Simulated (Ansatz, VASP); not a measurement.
Two plane-wave programs on ZnPb2

```
Zn Pb
1.0
     3.97528    0.00000    0.00000
    -1.98764    3.44269    0.00000
     0.00000   -2.29513    6.33137
Zn Pb
1 2
Direct
  0.00000 0.00000 0.00000
  0.23194 0.46387 0.69581
  0.76806 0.53613 0.30419
```

Alike in both runs: functional PBE; k mesh 8 × 8 × 8; no spin polarisation.

Ansatz relaxed the structure, and its values are those at the end. VASP's run is a single point on that final structure, the one shown.

```csv
,VASP,Ansatz
version,VASP 6.6.1,Ansatz 0.2.0
potentials or method,"VASP PAW PBE potentials, release 64 (Zn, Pb_d)",PAW plane waves
plane-wave cutoff (eV),520,420
occupations,"fermi-dirac, width 0.1 eV",fermi-dirac
valence electrons in the cell,40,40
```

```tsv
	VASP	Ansatz	Ansatz less VASP
pressure (GPa)	-0.7	-0.7	-0.02
```

Ansatz warned: «stress_scf_threshold_loose».

The runs have no spin-orbit coupling, so splittings on Pb are missing.
